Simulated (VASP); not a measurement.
Consider the following.

```
BN
1.0
    0.00000     1.80517     1.80517
    1.80517     0.00000     1.80517
    1.80517     1.80517     0.00000
B N
1 1
Direct
  0.00000   0.00000   0.00000
  0.25000   0.25000   0.25000
```

Method: r2SCAN+rVV10, VASP's PBE PAW potentials (set 64) (plane waves; VASP). Run with 520 eV cut-off, 14×14×14 Γ-centred mesh, tetrahedra with Blöchl corrections, potentials B N.

Q: What does the run give for the energy per atom (σ→0), band gap (over mesh and band path) with the smallest direct gap where there is one?

A: 
```
Quantity                                                    Value
---------------------------------------------  ------------------
band gap (over mesh and band path)                        4.94 eV
smallest direct gap (over mesh and band path)             9.54 eV
energy per atom (σ→0)                          -920.1 kJ/mol-atom
```

Total energies compare only between runs with the same potentials, cut-off and functional.

The compound is BN in the zinc blende structure. It was relaxed first.
